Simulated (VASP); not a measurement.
Shape and ions are relaxed at each volume.

Energy against volume of Tb (hcp). These are PBE GGA, VASP's PBE PAW potentials (set 64) (plane waves; VASP) values and carry that method's errors.

The 4f electrons are frozen in the core of the lanthanide potential, so 4f levels, which can set the real gap, and their magnetism are missing.

| V (Å³/atom) | E (eV/atom) |
|---|---|
| 30.516 | -4.54040 |
| 31.490 | -4.55140 |
| 32.464 | -4.55457 |
| 33.438 | -4.55054 |
| 34.411 | -4.54034 |

### Question
Fit a third-order Birch-Murnaghan equation of state.

### Answer

```json
{
  "volume_per_atom": "32.39 Å³/atom",
  "bulk_modulus": "38.9 GPa",
  "pressure_derivative_of_the_bulk_modulus": "2.84"
}
```

Measured: bulk modulus 38.7 GPa (computed value off by +0.6 %), as given by Wikipedia, Terbium (infobox). The calculation is for a static lattice, while the measured bulk modulus holds thermal and zero-point effects, which are part of the difference.

The compound is Tb in the hcp structure. It was relaxed first.
